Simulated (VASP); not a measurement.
```yaml
crystal:
  lattice:
    - [3.09778, 0.00000, 0.00000]
    - [-1.54889, 2.68276, 0.00000]
    - [0.00000, 0.00000, 4.89721]
  atoms:
    - { symbol: N, position: [0.00000, 0.00000, 0.00000] }
    - { symbol: Ta, position: [0.33333, 0.66667, 0.25574] }
    - { symbol: Ta, position: [0.66667, 0.33333, 0.74426] }
```

Calculation: PBE GGA, VASP's PBE PAW potentials (set 64) (plane waves; VASP 6.6.1). Run with 500 eV cut-off, 6×6×4 Γ-centred mesh, Gaussian smearing of 0.050 eV, potentials N Ta_pv.

Unless said otherwise, spin-orbit coupling is left out, though it shifts the bands of the heavy elements here.

**Question.** Estimate the energy per atom (σ→0), largest force, band gap (on the k-mesh) with the smallest direct gap where there is one.

**Answer.** 
| Quantity | Value |
|---|---|
| band gap (on the k-mesh) | none (metal, semimetal or under 0.01 eV) |
| energy per atom (σ→0) | -11.457 eV/atom |
| largest force | 0.211 eV/Å |

The absolute energy has meaning only against runs of the same code, potentials and settings.

The structure was generated: Ta2N was put into the CdI2 type (P-3m1), which need not be its known phase. It was relaxed first, which changed the volume by +20 %. The k-mesh is coarse (spacing up to 0.39 per Å, 2π included), so the numbers may not be converged in it. The electron count is odd and the run is not spin-polarised, which forces a metal.
